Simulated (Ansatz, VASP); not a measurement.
One calculation of Li2WO3, two programs

```
Li W O
1.0
     4.80020    0.00000    0.00000
    -2.40010    4.15709    0.00000
     0.00000    0.00000    2.59210
Li W O
2 1 3
Direct
  0.33333 0.66667 0.00000
  0.66667 0.33333 0.00000
  0.00000 0.00000 0.00000
  0.50000 0.00000 0.50000
  0.00000 0.50000 0.50000
  0.50000 0.50000 0.50000
```

Change from the starting cell: species swapped into the NdAl2Pt3 type (P6/mmm, No. 191).

Alike in both runs: task relaxation of cell and atoms; functional PBE; k mesh 9 × 9 × 14; occupations gaussian, width 0.1 eV; no spin polarisation.

|  | VASP | Ansatz |
| --- | --- | --- |
| version | VASP 6.6.1 | Ansatz 0.2.0 |
| potentials or method | VASP PAW PBE potentials, release 64 (Li_sv, W_sv, O) | scalar-relativistic, plane waves, PAW |
| plane-wave cutoff (eV) | 600 | 420 |
| valence electrons in the cell | 38 | 38 |

|  | VASP | Ansatz | Ansatz less VASP |
| --- | --- | --- | --- |
| gap on the k mesh at the Fermi level, each at its own relaxed structure (eV) | none | none | - |
| relaxed volume (Å³/atom) | 8.67 | 8.66 | -0.010 |
| relaxed cell length with the largest relative difference (Å) | 2.613 | 2.610 | -0.0027 |

A gap of «none» marks a metal or a gap that the smearing closes.

Caveats: the cutoff is under 1.25 times the usual one of these potentials, so pressure, stress and relaxed cells hold a basis-set (Pulay) error (VASP). Spin-orbit coupling is left out, which matters for the levels of W.
